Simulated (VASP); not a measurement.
Input:

```
CELL_PARAMETERS angstrom
      0.00000     3.22547     3.22547
      3.22547     0.00000     3.22547
      3.22547     3.22547     0.00000
ATOMIC_POSITIONS crystal
  Ba 0.00000 0.00000 0.00000
  S  0.50000 0.50000 0.50000
```

Method: r2SCAN meta-GGA, VASP's PBE PAW potentials (set 64) (plane waves; VASP 6.6.1). Run with PREC = Normal, EDIFF = 1E-5, 400 eV cut-off, 8×8×8 Γ-centred mesh, Gaussian smearing of 0.050 eV, potentials Ba_sv S.

Unless said otherwise, spin-orbit coupling is left out, though it shifts the bands of the heavy elements here.

### Question
What does the run give for the energy per atom (σ→0), band gap (on the k-mesh) with the smallest direct gap where there is one?

### Answer

```json
{
  "band gap (on the k-mesh)": "2.50 eV",
  "smallest direct gap (on the k-mesh)": "2.65 eV",
  "energy per atom (σ→0)": "-19.603 eV/atom"
}
```

The compound is BaS in the rock salt structure. It was relaxed first.
